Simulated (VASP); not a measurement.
VASP ran on this input.

KPOINTS:
```
Regular mesh
0
gamma
10 10 10
0 0 0
```

POSCAR:
```
Cl
1
   -1.7462500000     1.7462500000     1.7462500000
    1.7462500000    -1.7462500000     1.7462500000
    1.7462500000     1.7462500000    -1.7462500000
Cl
1
Direct
  0.0000000000   0.0000000000   0.0000000000
```

INCAR:
```
SYSTEM=Cl
PREC=Accurate; ENCUT=400; LREAL=.FALSE.
LASPH=.TRUE.
EDIFF=1E-6; NELM=100; ALGO=Normal
ISMEAR=0; SIGMA=0.05
GGA=PS
IBRION=2; NSW=60; ISIF=3
EDIFFG=-0.01
LWAVE=.FALSE.; LCHARG=.FALSE.
```

POTCAR, in this order: Cl (PBE.64 set). Program: vasp_std.

Problem. Write an equivalent input for Ansatz.

Solution. One equivalent input (not run):
Ansatz 0.2 input:
```yaml
crystal:
  lattice:
    - [-1.7462500, 1.7462500, 1.7462500]
    - [1.7462500, -1.7462500, 1.7462500]
    - [1.7462500, 1.7462500, -1.7462500]
  atoms:
    - { symbol: Cl, position: [0.0000000, 0.0000000, 0.0000000] }
kpoints:
  mp_grid: { grid: [10, 10, 10] }
hamiltonian:
  xc: pbesol
  pseudopotentials: { kind: paw }
scf:
  occupations: { method: gaussian, width: 0.05 }
  max_iter: 100
relax:
  max_steps: 60
  f_tol: 0.01
  cell: {}
output: { forces: true, stress: true, eigenvalues: true }
```
The two are equivalent in intent, not identical: each code has its own PAW files, so the cut-off isn't converted (ENCUT is set for VASP's; basis.ecutwfc is left out, and Ansatz then takes the one that its files recommend); Ansatz stops its SCF on the density residual and VASP on the energy change (EDIFF).

The structure was generated: Cl was put into the bcc type (Im-3m), which need not be its known phase. This run relaxes it. Symmetry was kept, so distortions that lower it aren't found.
